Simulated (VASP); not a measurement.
Shape and ions are relaxed at each volume.

Energy against volume of Tm (hcp). Method: RPBE GGA, VASP's PBE PAW potentials (set 64) (plane waves; VASP 6.6.1).

The 4f electrons are frozen in the core of the lanthanide potential, so 4f levels, which can set the real gap, and their magnetism are missing.

```
V (Å³/atom)  E (eV/atom)
-----------  -----------
29.704          -4.13202
30.652          -4.14588
31.599          -4.15100
32.547          -4.14843
33.495          -4.13910
```

Question: Fit a third-order Birch-Murnaghan equation of state.

Answer: 
| Quantity | Value |
|---|---|
| volume per atom | 31.74 Å³/atom |
| bulk modulus | 42.6 GPa |
| pressure derivative of the bulk modulus | 3.29 |

Measured: bulk modulus 44.5 GPa (computed value off by -4.2 %), as given by Wikipedia, Thulium (infobox). The calculation is for a static lattice, while the measured bulk modulus holds thermal and zero-point effects, which are part of the difference.

The compound is Tm in the hcp structure. It was relaxed first, which changed the volume by +5 %.
